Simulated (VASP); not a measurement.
VASP ran on this input.

KPOINTS:
```
Automatic mesh
0
Gamma
7 7 7
0 0 0
```

**INCAR**
```
SYSTEM = CsCl
PREC = Accurate; ENCUT = 520; LREAL = .FALSE.
LASPH = .TRUE.
EDIFF = 1E-7; NELM = 100; ALGO = Normal
LMAXMIX = 4
ISMEAR = -5
GGA = BO; LUSE_VDW = .TRUE.; AGGAC = 0.0
PARAM1 = 0.1833333333; PARAM2 = 0.22
ISIF = 2
LWAVE = .FALSE.; LCHARG = .TRUE.; LORBIT = 11
NEDOS = 601
```

### POSCAR
```
CsCl
1
    4.1019239520     0.0000000000    -0.0000000000
    0.0000000000     4.1019239520     0.0000000000
   -0.0000000000     0.0000000000     4.1019239520
Cs Cl
1 1
Direct
  0.0000000000   0.0000000000   0.0000000000
  0.5000000000   0.5000000000   0.5000000000
```

POTCAR, in this order: Cs_sv Cl (PBE.64 set). Program: vasp_std.

Write an equivalent input for Quantum ESPRESSO's pw.x.

One equivalent input (not run):
```
&CONTROL
  calculation = 'scf'
  pseudo_dir = './pseudo'
  outdir = './out'
  tprnfor = .true.
  tstress = .true.
/
&SYSTEM
  ibrav = 0
  nat = 2
  ntyp = 2
  ecutwfc = 58
  occupations = 'tetrahedra'
  input_dft = 'vdw-df-obk8'
/
&ELECTRONS
  conv_thr = 7.3e-09
  electron_maxstep = 100
/
ATOMIC_SPECIES
  Cs 132.905 Cs.upf
  Cl 35.450 Cl.upf
CELL_PARAMETERS angstrom
     4.1019240    0.0000000   -0.0000000
     0.0000000    4.1019240    0.0000000
    -0.0000000    0.0000000    4.1019240
ATOMIC_POSITIONS crystal
  Cs   0.0000000  0.0000000  0.0000000
  Cl   0.5000000  0.5000000  0.5000000
K_POINTS automatic
  7 7 7 0 0 0
```
Limits of the translation: the potentials are each code's own (VASP's PAW set, PseudoDojo norm-conserving files in pw.x), so ENCUT and ecutwfc are chosen apart and not converted; conv_thr bounds pw.x's estimated SCF error, while EDIFF bounds the energy change between steps.

The compound is CsCl in the CsCl type structure. It was relaxed first.
